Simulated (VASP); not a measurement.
# Sr2TeO (P-6m2) in VASP: reference runs

Aim: a first look at Sr2TeO with PBE, on the cell as given and on a disturbed one.

Program: VASP 6.6.1. These are calculated values, not measurements. Logs are shortened: lines on timing, memory, paths and dates and some standing lists are left out, and cuts for length are marked.

## (1) The structure

It takes space group P-6m2 (No. 187, hexagonal). The conventional cell has a = 4.064 Å, b = 4.064 Å, c = 7.516 Å, α = 90.00°, β = 90.00°, γ = 120.00°. Sr (site symmetry 3m) has 3 O at 2.81 Å and 1 Sr at 3.11 Å and 3 Te at 3.22 Å as nearest neighbours. Te (site symmetry -6m2) is surrounded by 6 Sr at 3.22 Å. O (site symmetry -6m2) has 6 Sr at 2.81 Å as nearest neighbours.

The cell was built by a generator and needn't be a form met in nature.

## (2) Single point, PBE

INCAR

```
  PREC = Accurate
  ENCUT = 520
  EDIFF = 1E-7
  ISMEAR = -1
  SIGMA = 0.05
  LREAL = F
  LASPH = T
  NELM = 60
  ALGO = Normal
  ISIF = 2
  LWAVE = F
  LCHARG = F
  GGA = PE
  NBANDS = 24
```

KPOINTS

```
regular mesh
0
Gamma
  8 8 4
```

POSCAR

```
Sr2TeO
1.0
    4.0636200000      0.0000000000      0.0000000000
   -2.0318100000      3.5192000000      0.0000000000
    0.0000000000      0.0000000000      7.5160200000
Sr Te O
2 1 1
Direct
    0.6666700000      0.3333300000      0.7069200000
    0.6666700000      0.3333300000      0.2930800000
    0.0000000000      0.0000000000      0.0000000000
    0.3333300000      0.6666700000      0.5000000000
```

Potentials or basis: VASP PAW PBE potentials, release 64 (Sr_sv, Te, O).

Launch:

```console
$ cat potpaw_PBE.64/Sr_sv/POTCAR potpaw_PBE.64/Te/POTCAR potpaw_PBE.64/O/POTCAR > POTCAR
$ mpirun -np 1 vasp_std > vasp.out
```

OUTCAR:

```text
PREC = Accurate
   ENCUT = 520
   EDIFF = 1E-7
   ISMEAR = -1
   LREAL = F
   LASPH = T
   NELM = 60
   ISIF = 2
   GGA = PE

 ion  position               nearest neighbor table
   1  0.667  0.333  0.707-   4 2.81   4 2.81   4 2.81   2 3.11   3 3.22   3 3.22   3 3.22   2 4.41
                             2 5.12   2 5.12   2 5.12   2 5.12   2 5.12   2 5.12
   2  0.667  0.333  0.293-   4 2.81   4 2.81   4 2.81   1 3.11   3 3.22   3 3.22   3 3.22   1 4.41
                             1 5.12   1 5.12   1 5.12   1 5.12   1 5.12   1 5.12
   3  0.000  0.000  0.000-   1 3.22   2 3.22   1 3.22   2 3.22   1 3.22   2 3.22
   4  0.333  0.667  0.500-   1 2.81   2 2.81   1 2.81   2 2.81   1 2.81   2 2.81

  LATTYP: Found a hexagonal cell.
 ALAT       =     4.0636200000
 C/A-ratio  =     1.8495873138

  Lattice vectors:

 A1 = (   4.0636200000,   0.0000000000,   0.0000000000)
 A2 = (  -2.0318100000,   3.5192000000,   0.0000000000)
 A3 = (   0.0000000000,   0.0000000000,   7.5160200000)

Analysis of symmetry for initial positions (statically):
=====================================================================
 Subroutine PRICEL returns:
 Original cell was already a primitive cell.

 Routine SETGRP: Setting up the symmetry group for a
 hexagonal supercell.

 Subroutine GETGRP returns: Found  4 space group operations
 (whereof  4 operations were pure point group operations)
 out of a pool of 24 trial point group operations.

The static configuration has the point symmetry C_2v.

Analysis of symmetry for dynamics (positions and initial velocities):
=====================================================================
 Subroutine PRICEL returns:
 Original cell was already a primitive cell.

 Routine SETGRP: Setting up the symmetry group for a
 hexagonal supercell.

 Subroutine GETGRP returns: Found  4 space group operations
 (whereof  4 operations were pure point group operations)
 out of a pool of 24 trial point group operations.

The dynamic configuration has the point symmetry C_2v.

 Subroutine INISYM returns: Found  4 space group operations
 (whereof  4 operations are pure point group operations),
 and found     1 'primitive' translations

----------------------------------------------------------------------------------------

                                     Primitive cell

  volume of cell :     107.4843

  direct lattice vectors                    reciprocal lattice vectors
     4.063620000  0.000000000  0.000000000     0.246086002  0.142077745  0.000000000
    -2.031810000  3.519200000  0.000000000     0.000000000  0.284155490  0.000000000
     0.000000000  0.000000000  7.516020000     0.000000000  0.000000000  0.133049140

  length of vectors
     4.063620000  4.063621601  7.516020000     0.284155602  0.284155490  0.133049140

  position of ions in fractional coordinates (direct lattice)
     0.666670000  0.333330000  0.706920000
     0.666670000  0.333330000  0.293080000
     0.000000000  0.000000000  0.000000000
     0.333330000  0.666670000  0.500000000

  ion indices of the primitive-cell ions
   primitive index   ion index
                 1           1
                 2           2
                 3           3
                 4           4

----------------------------------------------------------------------------------------

 KPOINTS: regular mesh

Automatic generation of k-mesh.
 Grid dimensions read from file:
 generate k-points for:    8    8    4

 Generating k-lattice:

  Cartesian coordinates                     Fractional coordinates (reciprocal lattice)
     0.030760750  0.017759718  0.000000000     0.125000000  0.000000000  0.000000000
     0.000000000  0.035519436  0.000000000     0.000000000  0.125000000  0.000000000
     0.000000000  0.000000000  0.033262285     0.000000000  0.000000000  0.250000000

  Length of vectors
     0.035519450  0.035519436  0.033262285

  Shift w.r.t. Gamma in fractional coordinates (k-lattice)
     0.000000000  0.000000000  0.000000000

 Subroutine IBZKPT returns following result:
 ===========================================

 Found     63 irreducible k-points:

 Following reciprocal coordinates:
            Coordinates               Weight
  0.000000  0.000000  0.000000      1.000000
  0.125000  0.000000  0.000000      4.000000
 -0.125000  0.125000  0.000000      2.000000
  0.250000  0.000000  0.000000      4.000000
 -0.250000  0.250000  0.000000      2.000000
  0.375000  0.000000  0.000000      4.000000
[... 16 lines left out ...]
  0.125000  0.000000  0.250000      8.000000
 -0.125000  0.125000  0.250000      4.000000
 [... further k-points ...]
   k-points           NKPTS =     63   k-points in BZ     NKDIM =     63   number of bands    NBANDS=     24
   number of dos      NEDOS =    301   number of ions     NIONS =      4
   total plane-waves  NPLWV =  50400
   dimension x,y,z NGX =    30 NGY =   30 NGZ =   56
   dimension x,y,z NGXF=    60 NGYF=   60 NGZF=  112
   ions per type =               2   1   1
   NGX,Y,Z   is equivalent  to a cutoff of  12.27, 12.27, 12.39 a.u.
   NGXF,Y,Z  is equivalent  to a cutoff of  24.55, 24.55, 24.77 a.u.
 SYSTEM =  unknown system
   PREC   = accura    normal or accurate (medium, high low for compatibility)
   ISTART =      0    job   : 0-new  1-cont  2-samecut
   ICHARG =      2    charge: 1-file 2-atom 10-const
   ISPIN  =      1    spin polarized calculation?
   LNONCOLLINEAR =      F non collinear calculations
   LSORBIT =      F    spin-orbit coupling
   LASPH  =      T    aspherical Exc in radial PAW
   ENCUT  =  520.0 eV  38.22 Ry    6.18 a.u.   7.56  7.56 13.97*2*pi/ulx,y,z
   NELM   =     60;   NELMIN=  2; NELMDL= -5     # of ELM steps
   EDIFF  = 0.1E-06   stopping-criterion for ELM
   LREAL  =      F    real-space projection
   EDIFFG = 0.1E-05   stopping-criterion for IOM
   NSW    =      0    number of steps for IOM
   IBRION =     -1    ionic relax: 0-MD 1-quasi-New 2-CG
   NFREE  =      0    steps in history (QN), initial steepest desc. (CG)
   ISIF   =      2    stress and relaxation
   ISYM   =      2    0-nonsym 1-usesym 2-fastsym
   POTIM  = 0.5000    time-step for ionic-motion
   TEBEG  =    0.0;   TEEND  =   0.0 temperature during run
   PSTRESS=    0.0 pullay stress
   NELECT =      32.0000    total number of electrons
   NUPDOWN=      -1.0000    fix difference up-down
   EMIN   =  10.00;   EMAX   =-10.00  energy-range for DOS
   EFERMI =   0.00;   METHOD = LEGACY
   ISMEAR =    -1;   SIGMA  =   0.05  broadening in eV -4-tet -1-fermi 0-gaus
   EFERMI_NEDOS =   21; number of points for ismear=-14 and -15
   IALGO  =     38    algorithm
   IMIX   =      4    mixing-type and parameters
     AMIX     =   0.40;   BMIX     =  1.00
     AMIX_MAG =   1.60;   BMIX_MAG =  1.00
  volume/ion in A,a.u.               =      26.87       181.33
  Fermi-wavevector in a.u.,A,eV,Ry     =   1.093142  2.065738 16.258404  1.194959
  Thomas-Fermi vector in A             =   2.229421
   LORBIT       =      0    0 simple, 1 ext, 2 COOP (PROOUT), +10 PAW based schemes
   GGA     = PE    functional components
   LHFCALC =     F    Hartree Fock is set to
   AEXX    =    0.0000 exact exchange contribution
   IVDW    =     0    specifies the selected vdW correction
   LEPSILON=     F    determine dielectric tensor
   LRPA    =     F    only Hartree local field effects (RPA)
 non-spin polarized calculation
  energy-cutoff  :      520.00
  volume of cell :      107.48
 maximum number of plane-waves:      2924
   NGX = 15   NGY = 15   NGZ = 27

 number of electron      32.0000003 magnetization

 Free energy of the ion-electron system (eV)
  ---------------------------------------------------
  ext. energy  EPLUGINS =         0.00000000
  ---------------------------------------------------
  free energy    TOTEN  =       -18.69112071 eV

  energy without entropy =      -18.69109308  energy(sigma->0) =      -18.69110690

 E-fermi :   4.1298     XC(G=0):  -9.0342

 val. band max:        3.7999965502   @ k =   0.0000   0.0000   0.0000
 cond. band min:       4.3979089372   @ k =   0.0000   0.0000   0.0000
 fundamental gap:      0.5979123870
 Fermi energy:         4.1297895353

 k-point     1 :       0.0000    0.0000    0.0000
  band No.  band energies     occupation
      1     -31.6890      2.00000
      2     -31.5840      2.00000
      3     -14.4809      2.00000
      4     -13.5789      2.00000
      5     -13.5789      2.00000
      6     -13.4700      2.00000
[... 16 lines left out ...]
     23       8.4545      0.00000
     24       8.9306      0.00000

 k-point     2 :       0.1250    0.0000    0.0000
  band No.  band energies     occupation
      1     -31.6859      2.00000
      2     -31.5812      2.00000
      3     -14.4511      2.00000
      4     -13.6766      2.00000
      5     -13.5892      2.00000
      6     -13.5101      2.00000
[... 16 lines left out ...]
     23       8.5170      0.00000
     24       9.4119      0.00000

 k-point     3 :      -0.1250    0.1250    0.0000
  band No.  band energies     occupation
      1     -31.6859      2.00000
      2     -31.5812      2.00000
      3     -14.4511      2.00000
      4     -13.6766      2.00000
      5     -13.5892      2.00000
      6     -13.5101      2.00000
[... 16 lines left out ...]
     23       8.5170      0.00000
     24       9.4119      0.00000
[... 514 lines left out ...]
 k-point    23 :       0.1250    0.0000    0.2500
  band No.  band energies     occupation
      1     -31.6848      2.00000
      2     -31.5823      2.00000
      3     -14.4219      2.00000
      4     -13.6698      2.00000
      5     -13.5865      2.00000
      6     -13.5160      2.00000
[... 16 lines left out ...]
     23       7.9755      0.00000
     24       9.0503      0.00000

 k-point    24 :      -0.1250    0.1250    0.2500
  band No.  band energies     occupation
      1     -31.6848      2.00000
      2     -31.5823      2.00000
      3     -14.4219      2.00000
      4     -13.6698      2.00000
      5     -13.5864      2.00000
      6     -13.5160      2.00000
[... 16 lines left out ...]
     23       7.9755      0.00000
     24       9.0500      0.00000

 [... further k-points ...]

------------------------ aborting loop because EDIFF is reached ----------------------------------------

  FORCE on cell =-STRESS in cart. coord.  units (eV):
  Direction    XX          YY          ZZ          XY          YZ          ZX
  --------------------------------------------------------------------------------------
  -------------------------------------------------------------------------------------
  Total        0.1114701      0.1112589      0.1713071     -0.0001830      0.0000000      0.0000000
  in kB        1.6615905      1.6584425      2.5535302     -0.0027277      0.0000000      0.0000000
  external PRESSURE =       1.9578544 kB  Pullay stress =       0.0000000 kB

 VOLUME and BASIS-vectors are now :
 -----------------------------------------------------------------------------
  energy-cutoff  :      520.00
  volume of cell :      107.48
      direct lattice vectors                 reciprocal lattice vectors
     4.063620000  0.000000000  0.000000000     0.246086002  0.142077745  0.000000000
    -2.031810000  3.519200000  0.000000000     0.000000000  0.284155490  0.000000000
     0.000000000  0.000000000  7.516020000     0.000000000  0.000000000  0.133049140

 POSITION                                       TOTAL-FORCE (eV/Angst)
 -----------------------------------------------------------------------------------
      2.03183      1.17305      5.31322        -0.000025      0.000014      0.008472
      2.03183      1.17305      2.20280        -0.000025      0.000014     -0.008472
      0.00000      0.00000      0.00000         0.000043     -0.000025      0.000000
     -0.00002      2.34615      3.75801         0.000006     -0.000004      0.000000
 -----------------------------------------------------------------------------------
    total drift:                                0.000016      0.000027      0.000000

  FREE ENERGIE OF THE ION-ELECTRON SYSTEM (eV)
  ---------------------------------------------------
  free  energy   TOTEN  =       -18.6911207110 eV

  energy  without entropy=      -18.6910930849  energy(sigma->0) =      -18.69110690
```

Run time: 1.7 min. Hardware: 1 thread of Intel Xeon 6975P-C (Granite Rapids), shared host; peak memory 0.32 GiB.

What came out:

```yaml
Free_energy: -18.6911 eV
Pressure: 0.2 GPa
Largest_force: 0.008 eV/Å
Band_gap_on_the_k_mesh: 0.60 eV, direct
```

Forces on the atoms (eV/Å):
```
Sr   0.000  0.000  0.008
Sr   0.000  0.000 -0.008
Te   0.000  0.000  0.000
O    0.000  0.000  0.000
```

Caveat: spin-orbit coupling is left out, which moves the levels of the heavy elements. Expect the measured gap to be larger: semilocal functionals such as PBE lack the derivative discontinuity.

## (3) Single point, PBE (atoms moved at random, drawn with an rms of 0.05 Å)

INCAR

```
SYSTEM = Sr2TeO
ALGO = Normal ; EDIFF = 1E-7
ENCUT = 520 ; GGA = PE
ISIF = 2 ; ISMEAR = -1
LASPH = .True. ; LCHARG = .True.
LELF = .True. ; LREAL = .False.
LVHAR = .True. ; LWAVE = .False.
NBANDS = 24 ; NELM = 60
PREC = Accurate ; SIGMA = 0.05
```

KPOINTS

```
k-points
0
Gamma
  8 8 4
  0 0 0
```

POSCAR

```
Sr2TeO
1.0
    4.0636200000      0.0000000000      0.0000000000
   -2.0318100000      3.5192000000      0.0000000000
    0.0000000000      0.0000000000      7.5160200000
Sr Te O
2 1 1
Direct
    0.6581340000      0.3313280000      0.7074020000
    0.6681310000      0.3363030000      0.2962390000
   -0.0006140000     -0.0036530000      0.0019080000
    0.3429750000      0.6593080000      0.4983280000
```

Potentials or basis: VASP PAW PBE potentials, release 64 (Sr_sv, Te, O).

Launch:

```console
$ cat potpaw_PBE.64/Sr_sv/POTCAR potpaw_PBE.64/Te/POTCAR potpaw_PBE.64/O/POTCAR > POTCAR
$ mpirun -np 1 vasp_std > vasp.out
```

Wall time 2.9 min (1 thread of Intel Xeon 6975P-C (Granite Rapids), shared host); peak memory 0.45 GiB.

Results (log left out):

* Free energy: -18.6875 eV
* Pressure: 0.1 GPa
* Largest force: 0.149 eV/Å
* Band gap on the k mesh: 0.53 eV, direct

Forces on the atoms (eV/Å):
```
Sr   0.023 -0.015  0.145
Sr   0.024 -0.022 -0.145
Te  -0.027  0.028 -0.064
O   -0.020  0.009  0.064
```

Stress tensor (GPa, compression positive):
```
-0.08  0.34 -0.22
 0.34  0.23 -0.12
-0.22 -0.12  0.29
```

Levels at points of the mesh, in eV from the valence-band top:
```
           k point  band 14  band 15  band 16  band 17  band 18  band 19
(0.00, 0.00, 0.00)    -1.79    -0.03     0.00     0.53     2.28     3.33
(0.50, 0.00, 0.00)    -2.64    -2.16    -0.88     1.33     2.45     3.69
(0.00, 0.50, 0.00)    -2.62    -2.17    -0.88     1.32     2.43     3.68
(0.50, 0.50, 0.00)    -2.57    -2.18    -0.90     1.25     2.34     3.60
(0.00, 0.00, 0.50)    -2.51    -0.16    -0.14     2.28     2.65     2.91
(0.50, 0.00, 0.50)    -2.48    -2.28    -0.92     1.79     2.24     3.19
(0.00, 0.50, 0.50)    -2.48    -2.28    -0.92     1.78     2.23     3.19
(0.50, 0.50, 0.50)    -2.48    -2.28    -0.93     1.72     2.15     3.20
```

Caveat: spin-orbit coupling is left out, which moves the levels of the heavy elements.
